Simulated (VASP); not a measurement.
OSZICAR of a VASP run on Na (bcc):

### OSZICAR
```
       N       E                     dE             d eps       ncg     rms          rms(c)
DAV:   1     0.215133922704E+02    0.21513E+02   -0.40184E+03  1015   0.875E+02
DAV:   2     0.115643619858E+01   -0.20357E+02   -0.20354E+02  1029   0.135E+02
DAV:   3     0.783602422966E+00   -0.37283E+00   -0.37278E+00  1302   0.267E+01
DAV:   4     0.780698801813E+00   -0.29036E-02   -0.29036E-02  1239   0.212E+00
DAV:   5     0.780656723997E+00   -0.42078E-04   -0.42078E-04  1316   0.219E-01    0.157E-01
DAV:   6     0.780937434791E+00    0.28071E-03   -0.70551E-04  1043   0.272E-01    0.103E-01
DAV:   7     0.780849253090E+00   -0.88182E-04   -0.19930E-03  1036   0.406E-01    0.164E-02
DAV:   8     0.780781576807E+00   -0.67676E-04   -0.13154E-04  1176   0.156E-01    0.428E-03
DAV:   9     0.780776000474E+00   -0.55763E-05   -0.79534E-06  1113   0.358E-02    0.215E-03
DAV:  10     0.780774895446E+00   -0.11050E-05   -0.38964E-06  1050   0.237E-02    0.263E-04
DAV:  11     0.780774892389E+00   -0.30574E-08   -0.14123E-07  1225   0.345E-03
   1 F= 0.78077489E+00 E0= 0.78101477E+00  d E =-.719632E-03
```

Which electronic solver shows in the log?

It is blocked Davidson (ALGO = Normal, or the opening steps of other solvers). The INCAR had ALGO = Normal.

Can the final energy be trusted as converged?

The calculation finished and met its thresholds. It stopped with EDIFF = 1E-7, NELM = 100 (vdW-DF2, plane waves, VASP's PBE PAW potentials (set 64)).

The compound is Na in the bcc structure. This cell is one point of a volume scan, at 0.94 of the reference volume.
